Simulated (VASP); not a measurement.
# CuSi64 (a cell with a defect) in VASP: relaxation of the atoms with PBEsol

Aim: the relaxation of the atoms of CuSi64 (a cell with a defect) with PBEsol.

All numbers are computed with VASP 6.6.1; they aren't measurements. Logs are shortened: lines on timing, memory, paths and dates and some standing lists are left out, and cuts for length are marked.

### 1 Starting point

The cell holds a defect, 65 atoms: a = 10.862 Å, b = 10.862 Å, c = 10.862 Å, α = 90.00°, β = 90.00°, γ = 90.00°.

The cell was built by a generator and needn't be a form met in nature.

### 2 Relaxation of the atoms, PBEsol

Input file INCAR:

```
PREC = Accurate ; ENCUT = 520
EDIFF = 1E-6 ; ISMEAR = 0
SIGMA = 0.03 ; LREAL = False
LASPH = True ; NELM = 80
ALGO = Fast ; ISIF = 2
LWAVE = False ; LCHARG = False
GGA = PS ; IBRION = 2
NSW = 40 ; EDIFFG = -0.01
```

Input file KPOINTS:

```
regular mesh
0
Gamma
  2 2 2
```

Input file POSCAR:

```
CuSi64
1.0
   10.8620000000      0.0000000000      0.0000000000
    0.0000000000     10.8620000000      0.0000000000
    0.0000000000      0.0000000000     10.8620000000
Cu Si
1 64
Direct
    0.2500000000      0.2500000000      0.2500000000
    0.1250000000      0.1250000000      0.1250000000
    0.1250000000      0.3750000000      0.3750000000
    0.3750000000      0.1250000000      0.3750000000
    0.3750000000      0.3750000000      0.1250000000
    0.0000000000      0.2500000000      0.2500000000
    0.2500000000      0.0000000000      0.2500000000
    0.2500000000      0.2500000000      0.0000000000
    0.5000000000      0.2500000000      0.2500000000
    0.2500000000      0.5000000000      0.2500000000
    0.2500000000      0.2500000000      0.5000000000
    0.1250000000      0.1250000000      0.6250000000
    0.1250000000      0.6250000000      0.1250000000
    0.6250000000      0.1250000000      0.1250000000
    0.1250000000      0.3750000000      0.8750000000
    0.1250000000      0.8750000000      0.3750000000
    0.6250000000      0.3750000000      0.3750000000
    0.3750000000      0.1250000000      0.8750000000
    0.3750000000      0.6250000000      0.3750000000
    0.8750000000      0.1250000000      0.3750000000
    0.3750000000      0.3750000000      0.6250000000
    0.3750000000      0.8750000000      0.1250000000
    0.8750000000      0.3750000000      0.1250000000
    0.0000000000      0.0000000000      0.0000000000
    0.0000000000      0.0000000000      0.5000000000
    0.0000000000      0.5000000000      0.0000000000
    0.0000000000      0.5000000000      0.5000000000
    0.5000000000      0.0000000000      0.0000000000
    0.5000000000      0.0000000000      0.5000000000
    0.5000000000      0.5000000000      0.0000000000
    0.5000000000      0.5000000000      0.5000000000
    0.1250000000      0.6250000000      0.6250000000
    0.6250000000      0.1250000000      0.6250000000
    0.6250000000      0.6250000000      0.1250000000
    0.1250000000      0.8750000000      0.8750000000
    0.6250000000      0.3750000000      0.8750000000
    0.6250000000      0.8750000000      0.3750000000
    0.3750000000      0.6250000000      0.8750000000
    0.8750000000      0.1250000000      0.8750000000
    0.8750000000      0.6250000000      0.3750000000
    0.3750000000      0.8750000000      0.6250000000
    0.8750000000      0.3750000000      0.6250000000
    0.8750000000      0.8750000000      0.1250000000
    0.0000000000      0.2500000000      0.7500000000
    0.0000000000      0.7500000000      0.2500000000
    0.5000000000      0.2500000000      0.7500000000
    0.5000000000      0.7500000000      0.2500000000
    0.2500000000      0.0000000000      0.7500000000
    0.2500000000      0.5000000000      0.7500000000
    0.7500000000      0.0000000000      0.2500000000
    0.7500000000      0.5000000000      0.2500000000
    0.2500000000      0.7500000000      0.0000000000
    0.2500000000      0.7500000000      0.5000000000
    0.7500000000      0.2500000000      0.0000000000
    0.7500000000      0.2500000000      0.5000000000
    0.6250000000      0.6250000000      0.6250000000
    0.6250000000      0.8750000000      0.8750000000
    0.8750000000      0.6250000000      0.8750000000
    0.8750000000      0.8750000000      0.6250000000
    0.0000000000      0.7500000000      0.7500000000
    0.5000000000      0.7500000000      0.7500000000
    0.7500000000      0.0000000000      0.7500000000
    0.7500000000      0.5000000000      0.7500000000
    0.7500000000      0.7500000000      0.0000000000
    0.7500000000      0.7500000000      0.5000000000
```

Potentials or basis: VASP PAW PBE potentials, release 64 (Cu, Si).

Started as:

```bash
cat potpaw_PBE.64/Cu/POTCAR potpaw_PBE.64/Si/POTCAR > POTCAR
mpirun -np 1 vasp_std > vasp.out
```

OUTCAR:

```text
PREC = Accurate
   ENCUT = 520
   EDIFF = 1E-6
   ISMEAR = 0
   LREAL = False
   LASPH = True
   NELM = 80
   ISIF = 2
   GGA = PS
   IBRION = 2
   NSW = 40
   EDIFFG = -0.01

 ion  position               nearest neighbor table
   1  0.250  0.250  0.250-   2 2.35   3 2.35   4 2.35   5 2.35   6 2.72   7 2.72   8 2.72   9 2.72
                            10 2.72  11 2.72
   2  0.125  0.125  0.125-   1 2.35   6 2.35   7 2.35   8 2.35  24 2.35
   3  0.125  0.375  0.375-   1 2.35   6 2.35  10 2.35  11 2.35  27 2.35
   4  0.375  0.125  0.375-   1 2.35   7 2.35   9 2.35  11 2.35  29 2.35
   5  0.375  0.375  0.125-   1 2.35   8 2.35   9 2.35  10 2.35  30 2.35
   6  0.000  0.250  0.250-   2 2.35   3 2.35  20 2.35  23 2.35   1 2.72
   7  0.250  0.000  0.250-   2 2.35   4 2.35  16 2.35  22 2.35   1 2.72
   8  0.250  0.250  0.000-   2 2.35   5 2.35  15 2.35  18 2.35   1 2.72
   9  0.500  0.250  0.250-   4 2.35   5 2.35  14 2.35  17 2.35   1 2.72
  10  0.250  0.500  0.250-   3 2.35   5 2.35  13 2.35  19 2.35   1 2.72
  11  0.250  0.250  0.500-   3 2.35   4 2.35  12 2.35  21 2.35   1 2.72
  12  0.125  0.125  0.625-  11 2.35  25 2.35  44 2.35  48 2.35
  13  0.125  0.625  0.125-  10 2.35  26 2.35  45 2.35  52 2.35
  14  0.625  0.125  0.125-   9 2.35  28 2.35  50 2.35  54 2.35
  15  0.125  0.375  0.875-   8 2.35  26 2.35  44 2.35  49 2.35
  16  0.125  0.875  0.375-   7 2.35  25 2.35  45 2.35  53 2.35
  17  0.625  0.375  0.375-   9 2.35  31 2.35  51 2.35  55 2.35
[... 46 lines left out ...]
  64  0.750  0.750  0.000-  34 2.35  43 2.35  57 2.35  58 2.35
  65  0.750  0.750  0.500-  37 2.35  40 2.35  56 2.35  59 2.35

  LATTYP: Found a simple cubic cell.
 ALAT       =    10.8620000000

  Lattice vectors:

 A1 = (  10.8620000000,   0.0000000000,   0.0000000000)
 A2 = (   0.0000000000,  10.8620000000,   0.0000000000)
 A3 = (   0.0000000000,   0.0000000000,  10.8620000000)

Analysis of symmetry for initial positions (statically):
=====================================================================
 Subroutine PRICEL returns:
 Original cell was already a primitive cell.

 Routine SETGRP: Setting up the symmetry group for a
 simple cubic supercell.

 Subroutine GETGRP returns: Found 24 space group operations
 (whereof  6 operations were pure point group operations)
 out of a pool of 48 trial point group operations.

The static configuration has the point symmetry C_3v.
 The point group associated with its full space group is T_d .

Analysis of symmetry for dynamics (positions and initial velocities):
=====================================================================
 Subroutine PRICEL returns:
 Original cell was already a primitive cell.

 Routine SETGRP: Setting up the symmetry group for a
 simple cubic supercell.

 Subroutine GETGRP returns: Found 24 space group operations
 (whereof  6 operations were pure point group operations)
 out of a pool of 48 trial point group operations.

The dynamic configuration has the point symmetry C_3v.
 The point group associated with its full space group is T_d .

 Subroutine INISYM returns: Found 24 space group operations
 (whereof  6 operations are pure point group operations),
 and found     1 'primitive' translations

----------------------------------------------------------------------------------------

                                     Primitive cell

  volume of cell :    1281.5318

  direct lattice vectors                    reciprocal lattice vectors
    10.862000000  0.000000000  0.000000000     0.092064077  0.000000000  0.000000000
     0.000000000 10.862000000  0.000000000     0.000000000  0.092064077  0.000000000
     0.000000000  0.000000000 10.862000000     0.000000000  0.000000000  0.092064077

  length of vectors
    10.862000000 10.862000000 10.862000000     0.092064077  0.092064077  0.092064077

  position of ions in fractional coordinates (direct lattice)
     0.250000000  0.250000000  0.250000000
     0.125000000  0.125000000  0.125000000
     0.125000000  0.375000000  0.375000000
     0.375000000  0.125000000  0.375000000
     0.375000000  0.375000000  0.125000000
     0.000000000  0.250000000  0.250000000
[... 162 lines left out ...]
   total plane-waves  NPLWV = 592704
   dimension x,y,z NGX =    84 NGY =   84 NGZ =   84
   dimension x,y,z NGXF=   168 NGYF=  168 NGZF=  168
   ions per type =               1  64
   NGX,Y,Z   is equivalent  to a cutoff of  12.86, 12.86, 12.86 a.u.
   NGXF,Y,Z  is equivalent  to a cutoff of  25.71, 25.71, 25.71 a.u.
 SYSTEM =  unknown system
   PREC   = accura    normal or accurate (medium, high low for compatibility)
   ISTART =      0    job   : 0-new  1-cont  2-samecut
   ICHARG =      2    charge: 1-file 2-atom 10-const
   ISPIN  =      1    spin polarized calculation?
   LNONCOLLINEAR =      F non collinear calculations
   LSORBIT =      F    spin-orbit coupling
   LASPH  =      T    aspherical Exc in radial PAW
   ENCUT  =  520.0 eV  38.22 Ry    6.18 a.u.  20.20 20.20 20.20*2*pi/ulx,y,z
   NELM   =     80;   NELMIN=  2; NELMDL= -5     # of ELM steps
   EDIFF  = 0.1E-05   stopping-criterion for ELM
   LREAL  =      F    real-space projection
   EDIFFG = -.1E-01   stopping-criterion for IOM
   NSW    =     40    number of steps for IOM
   IBRION =      2    ionic relax: 0-MD 1-quasi-New 2-CG
   NFREE  =      1    steps in history (QN), initial steepest desc. (CG)
   ISIF   =      2    stress and relaxation
   ISYM   =      2    0-nonsym 1-usesym 2-fastsym
   POTIM  = 0.5000    time-step for ionic-motion
   TEBEG  =    0.0;   TEEND  =   0.0 temperature during run
   PSTRESS=    0.0 pullay stress
   NELECT =     267.0000    total number of electrons
   NUPDOWN=      -1.0000    fix difference up-down
   EMIN   =  10.00;   EMAX   =-10.00  energy-range for DOS
   EFERMI =   0.00;   METHOD = LEGACY
   ISMEAR =     0;   SIGMA  =   0.03  broadening in eV -4-tet -1-fermi 0-gaus
   EFERMI_NEDOS =   21; number of points for ismear=-14 and -15
   IALGO  =     68    algorithm
   IMIX   =      4    mixing-type and parameters
     AMIX     =   0.40;   BMIX     =  1.00
     AMIX_MAG =   1.60;   BMIX_MAG =  1.00
  volume/ion in A,a.u.               =      19.72       133.05
  Fermi-wavevector in a.u.,A,eV,Ry     =   0.970515  1.834007 12.815311  0.941899
  Thomas-Fermi vector in A             =   2.100656
   LORBIT       =      0    0 simple, 1 ext, 2 COOP (PROOUT), +10 PAW based schemes
   GGA     = PS    functional components
   LHFCALC =     F    Hartree Fock is set to
   AEXX    =    0.0000 exact exchange contribution
   IVDW    =     0    specifies the selected vdW correction
   LEPSILON=     F    determine dielectric tensor
   LRPA    =     F    only Hartree local field effects (RPA)
 conjugate gradient relaxation of ions
 non-spin polarized calculation
 RMM-DIIS sequential band-by-band and
 Gauss-broadening in eV      SIGMA  =   0.03
  energy-cutoff  :      520.00
  volume of cell :     1281.53
 maximum number of plane-waves:     34584
 NGX is ok and might be reduce to    84
   NGX = 41   NGY = 41   NGZ = 41

--------------------------------------- Ionic step        1  -------------------------------------------

 number of electron     266.9999948 magnetization

 Free energy of the ion-electron system (eV)
  ---------------------------------------------------
  ext. energy  EPLUGINS =         0.00000000
  ---------------------------------------------------
  free energy    TOTEN  =      -370.61498835 eV

  energy without entropy =     -370.61496058  energy(sigma->0) =     -370.61497446

------------------------ aborting loop because EDIFF is reached ----------------------------------------

  FORCE on cell =-STRESS in cart. coord.  units (eV):
  Direction    XX          YY          ZZ          XY          YZ          ZX
  --------------------------------------------------------------------------------------
  -------------------------------------------------------------------------------------
  Total        5.1793352      5.1793352      5.1793352      0.0000000      0.0000000      0.0000000
  in kB        6.4752301      6.4752301      6.4752301      0.0000000      0.0000000      0.0000000
  external PRESSURE =       6.4752301 kB  Pullay stress =       0.0000000 kB
[... 278 lines left out ...]
  FREE ENERGIE OF THE ION-ELECTRON SYSTEM (eV)
  ---------------------------------------------------
  free  energy   TOTEN  =      -370.7159343559 eV

  energy  without entropy=     -370.7159333761  energy(sigma->0) =     -370.71593387

[... ionic steps 4 to 7 ...]

--------------------------------------- Ionic step        8  -------------------------------------------

 number of electron     266.9999962 magnetization

------------------------ aborting loop because EDIFF is reached ----------------------------------------
[... 193 lines left out ...]
--------------------------------------- Ionic step       10  -------------------------------------------

 number of electron     266.9999960 magnetization

 Free energy of the ion-electron system (eV)
  ---------------------------------------------------
  ext. energy  EPLUGINS =         0.00000000
  ---------------------------------------------------
  free energy    TOTEN  =      -370.76578184 eV

  energy without entropy =     -370.76577981  energy(sigma->0) =     -370.76578082

 E-fermi :   6.3354     XC(G=0):  -9.6228

 val. band max:        6.2467457633   @ k =   0.5000   0.0000   0.0000
 cond. band min:       6.4241361430   @ k =   0.5000   0.0000   0.0000
 fundamental gap:      0.1773903796
 Fermi energy:         6.3354409256

 k-point     1 :       0.0000    0.0000    0.0000
  band No.  band energies     occupation
      1      -6.1761      2.00000
      2      -5.2723      2.00000
      3      -5.0487      2.00000
      4      -5.0487      2.00000
      5      -5.0487      2.00000
      6      -5.0159      2.00000
[... 581 lines left out ...]
    144       7.2981      0.00000
    145       7.2981      0.00000
 [bands above 145 left out]

------------------------ aborting loop because EDIFF is reached ----------------------------------------

  FORCE on cell =-STRESS in cart. coord.  units (eV):
  Direction    XX          YY          ZZ          XY          YZ          ZX
  --------------------------------------------------------------------------------------
  -------------------------------------------------------------------------------------
  Total        4.0049011      4.0049011      4.0049011     -0.0000000      0.0000000      0.0000000
  in kB        5.0069469      5.0069469      5.0069469     -0.0000000      0.0000000      0.0000000
  external PRESSURE =       5.0069469 kB  Pullay stress =       0.0000000 kB
[... 80 lines left out ...]
  FREE ENERGIE OF THE ION-ELECTRON SYSTEM (eV)
  ---------------------------------------------------
  free  energy   TOTEN  =      -370.7657818373 eV

  energy  without entropy=     -370.7657798074  energy(sigma->0) =     -370.76578082

 reached required accuracy - stopping structural energy minimisation
```

It took 3.1 h on 1 thread of Intel Xeon 6975P-C (Granite Rapids), shared host; peak memory 1.6 GiB.

What came out:

```
Free energy                  : -370.7658 eV
Energy gained by relaxing    : 2.3 meV/atom
Ionic steps                  : 10
Pressure after relaxing      : 0.5 GPa
Largest force after relaxing : 0.009 eV/Å
Band gap on the k mesh       : none (metal or under the smearing width)
```

Forces in eV/Å, atoms in the order of the input:
```
Cu   0.000  0.000  0.000
Si   0.002  0.002  0.002
Si   0.002 -0.002 -0.002
Si  -0.002  0.002 -0.002
Si  -0.002 -0.002  0.002
Si   0.000  0.000  0.000
Si   0.000  0.000  0.000
Si   0.000  0.000  0.000
Si   0.000  0.000  0.000
Si   0.000  0.000  0.000
Si   0.000  0.000  0.000
Si   0.001  0.001 -0.002
Si   0.001 -0.002  0.001
Si  -0.002  0.001  0.001
Si   0.001 -0.001  0.002
Si   0.001  0.002 -0.001
Si  -0.002 -0.001 -0.001
Si  -0.001  0.001  0.002
Si  -0.001 -0.002 -0.001
Si   0.002  0.001 -0.001
Si  -0.001 -0.001 -0.002
Si  -0.001  0.002  0.001
Si   0.002 -0.001  0.001
Si   0.000  0.000  0.000
Si   0.005  0.005 -0.005
Si   0.005 -0.005  0.005
Si   0.000  0.000  0.000
Si  -0.005  0.005  0.005
Si   0.000  0.000  0.000
Si   0.000  0.000  0.000
Si  -0.005 -0.005 -0.005
Si   0.007 -0.001 -0.001
Si  -0.001  0.007 -0.001
Si  -0.001 -0.001  0.007
Si   0.007  0.001  0.001
Si  -0.001 -0.007  0.001
Si  -0.001  0.001 -0.007
Si  -0.007 -0.001  0.001
Si   0.001  0.007  0.001
Si   0.001 -0.001 -0.007
Si  -0.007  0.001 -0.001
Si   0.001 -0.007 -0.001
Si   0.001  0.001  0.007
Si   0.000  0.000  0.000
Si   0.000  0.000  0.000
Si   0.000  0.000  0.000
Si   0.000  0.000  0.000
Si   0.000  0.000  0.000
Si   0.000  0.000  0.000
Si   0.000  0.000  0.000
Si   0.000  0.000  0.000
Si   0.000  0.000  0.000
Si   0.000  0.000  0.000
Si   0.000  0.000  0.000
Si   0.000  0.000  0.000
Si  -0.001 -0.001 -0.001
Si  -0.001  0.001  0.001
Si   0.001 -0.001  0.001
Si   0.001  0.001 -0.001
Si   0.002  0.000  0.000
Si  -0.002  0.000  0.000
Si   0.000  0.002  0.000
Si   0.000 -0.002  0.000
Si   0.000  0.000  0.002
Si   0.000  0.000 -0.002
```

The path:
```
step  energy change (eV)  largest force (eV/Å)  pressure (GPa)
   1              0.0000                0.8435            0.65
   2             -0.0977                0.3894            0.56
   3             -0.1009                0.4465            0.54
   4             -0.1342                0.1860            0.53
   5             -0.1431                0.0924            0.52
   6             -0.1487                0.0354            0.51
   7             -0.1489                0.0300            0.51
   8             -0.1501                0.0168            0.51
   9             -0.1505                0.0228            0.50
  10             -0.1508                0.0088            0.50
```

Final structure:
```xyz
65
Lattice="10.8620 0.0000 0.0000 0.0000 10.8620 0.0000 0.0000 0.0000 10.8620" Properties=species:S:1:pos:R:3 pbc="T T T"
Cu    2.7155    2.7155    2.7155
Si    1.3165    1.3165    1.3165
Si    1.3165    4.1145    4.1145
Si    4.1145    1.3165    4.1145
Si    4.1145    4.1145    1.3165
Si   10.8522    2.7155    2.7155
Si    2.7155   10.8522    2.7155
Si    2.7155    2.7155   10.8522
Si    5.4408    2.7155    2.7155
Si    2.7155    5.4408    2.7155
Si    2.7155    2.7155    5.4408
Si    1.3526    1.3526    6.7903
Si    1.3526    6.7903    1.3526
Si    6.7903    1.3526    1.3526
Si    1.3526    4.0784    9.5027
Si    1.3526    9.5027    4.0784
Si    6.7903    4.0784    4.0784
Si    4.0784    1.3526    9.5027
Si    4.0784    6.7903    4.0784
Si    9.5027    1.3526    4.0784
Si    4.0784    4.0784    6.7903
Si    4.0784    9.5027    1.3526
Si    9.5027    4.0784    1.3526
Si   10.8252   10.8252   10.8252
Si   10.8597   10.8597    5.4333
Si   10.8597    5.4333   10.8597
Si   10.8252    5.4678    5.4678
Si    5.4333   10.8597   10.8597
Si    5.4678   10.8252    5.4678
Si    5.4678    5.4678   10.8252
Si    5.4333    5.4333    5.4333
Si    1.3634    6.7985    6.7985
Si    6.7985    1.3634    6.7985
Si    6.7985    6.7985    1.3634
Si    1.3634    9.4945    9.4945
Si    6.7985    4.0676    9.4945
Si    6.7985    9.4945    4.0676
Si    4.0676    6.7985    9.4945
Si    9.4945    1.3634    9.4945
Si    9.4945    6.7985    4.0676
Si    4.0676    9.4945    6.7985
Si    9.4945    4.0676    6.7985
Si    9.4945    9.4945    1.3634
Si    0.0038    2.7155    8.1465
Si    0.0038    8.1465    2.7155
Si    5.4272    2.7155    8.1465
Si    5.4272    8.1465    2.7155
Si    2.7155    0.0038    8.1465
Si    2.7155    5.4272    8.1465
Si    8.1465    0.0038    2.7155
Si    8.1465    5.4272    2.7155
Si    2.7155    8.1465    0.0038
Si    2.7155    8.1465    5.4272
Si    8.1465    2.7155    0.0038
Si    8.1465    2.7155    5.4272
Si    6.7903    6.7903    6.7903
Si    6.7903    9.5027    9.5027
Si    9.5027    6.7903    9.5027
Si    9.5027    9.5027    6.7903
Si   10.8603    8.1465    8.1465
Si    5.4327    8.1465    8.1465
Si    8.1465   10.8603    8.1465
Si    8.1465    5.4327    8.1465
Si    8.1465    8.1465   10.8603
Si    8.1465    8.1465    5.4327
```

Levels at points of the mesh, in eV from the Fermi level:
```tsv
k point	band 130	band 131	band 132	band 133	band 134	band 135	band 136	band 137
(0.00, 0.00, 0.00)	-1.38	-0.45	-0.45	-0.45	-0.29	0.14	0.14	0.14
(0.50, 0.00, 0.00)	-1.30	-1.30	-1.23	-1.23	-0.09	0.09	0.78	0.89
(0.50, 0.50, 0.00)	-0.76	-0.73	-0.73	-0.66	0.35	0.61	0.61	0.62
(0.50, 0.50, 0.50)	-1.15	-1.15	-1.08	-1.08	0.14	0.79	0.79	0.79
```

Caveat: the PAW data sets were made with another functional, which shifts forces and pressure a little.
